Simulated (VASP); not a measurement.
**Mo₂N (space group I4_1/amd): computed properties**

Level of theory: PBEsol GGA, VASP's PBE PAW potentials (set 64) (plane waves; VASP 6.6.1).

```yaml
space_group: I4_1/amd (141)
cell: a = b = 4.2134 Å, c = 7.9671 Å, α = β = γ = 90.00°
volume_per_atom: 11.79 Å³/atom
band gap (over mesh and band path): none (metal, semimetal or under 0.01 eV)
density: 9.67 g/cm³
```

```
Mo2N
1.0
   -2.10669     2.10669     3.98356
    2.10669    -2.10669     3.98356
    2.10669     2.10669    -3.98356
Mo N
4 2
Direct
  0.26041   0.26041   0.00000
  0.01041   0.51041   0.50000
  0.48959   0.98959   0.50000
  0.73959   0.73959   0.00000
  0.00000   0.00000   0.00000
  0.75000   0.25000   0.50000
```

The structure comes from a measured Mo2N entry (I4_1/amd) of the Crystallography Open Database, whose conditions weren't checked. It was relaxed first. Symmetry was kept, so distortions that lower it aren't found.
